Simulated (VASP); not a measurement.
IrC:

```xyz
2
Lattice="0.0000 2.3104 2.3104 2.3104 0.0000 2.3104 2.3104 2.3104 0.0000" Properties=species:S:1:pos:R:3 pbc="T T T"
Ir    0.0000    0.0000    0.0000
C     3.4656    3.4656    3.4656
```

The cell was built by a generator and needn't be a form met in nature.

Base run:

- Program: VASP 6.6.1
- Functional: r2SCAN
- Potentials or basis: VASP PAW PBE potentials, release 64 (Ir, C)
- Cutoff: 520 eV
- k mesh: 10 × 10 × 10
- Occupations: fermi-dirac, width 0.05 eV
- Spin: no spin polarisation

Its results: band gap on the k mesh none (metal or under the smearing width); pressure -1.0 GPa.

Problem. The run is repeated on the same cell with these changes: hubbard terms from none to Ir d U = 3 eV. What comes out?

Solution. Band gap on the k mesh none (metal or under the smearing width); pressure -8.2 GPa.

Caveats: the PAW data sets were made with another functional, which shifts forces and pressure a little; U without spin polarisation on a metal has little footing (some runs); the U is typed as a test and isn't derived for this compound (some runs).
